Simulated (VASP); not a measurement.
Mg3TiO4, 8 atoms in the cell. It takes space group Pm-3m (No. 221, cubic). The conventional cell has a = 4.314 Å, b = 4.314 Å, c = 4.314 Å, α = 90.00°, β = 90.00°, γ = 90.00°. Ti (site symmetry m-3m) has 6 O at 2.16 Å as nearest neighbours. Mg (site symmetry 4/mmm) has 6 O at 2.16 Å as nearest neighbours. O (site symmetry 4/mmm) has 2 Ti at 2.16 Å and 4 Mg at 2.16 Å as nearest neighbours. O (site symmetry m-3m) is surrounded by 6 Mg at 2.16 Å. The cell comes from a database or a generator and needn't be the stable form of this composition.

* Program: VASP 6.6.1
* Task: single point
* Functional: PBE
* Potentials or basis: VASP PAW PBE potentials, release 64 (Ti_sv, Mg, O)
* Cutoff: 520 eV
* k mesh: 6 × 6 × 6
* Occupations: fermi-dirac, width 0.05 eV
* Spin: no spin polarisation
* Further INCAR settings: ALGO = Normal; EDIFF = 1e-07; NBANDS = 31

Potentials or basis: VASP PAW PBE potentials, release 64 (Ti_sv, Mg, O).

Command:

```console
$ cat potpaw_PBE.64/Ti_sv/POTCAR potpaw_PBE.64/Mg/POTCAR potpaw_PBE.64/O/POTCAR > POTCAR
$ mpirun -np 1 vasp_std > vasp.out
```

Hardware: 1 thread of Intel(R) Xeon(R) Platinum 8488C (Sapphire Rapids) (shared host).

Estimate the wall time of this run.

It took 56 s on 1 thread of Intel(R) Xeon(R) Platinum 8488C (Sapphire Rapids) (shared host), peak memory 0.19 GiB. Counts: scf iterations 16, k points 20.
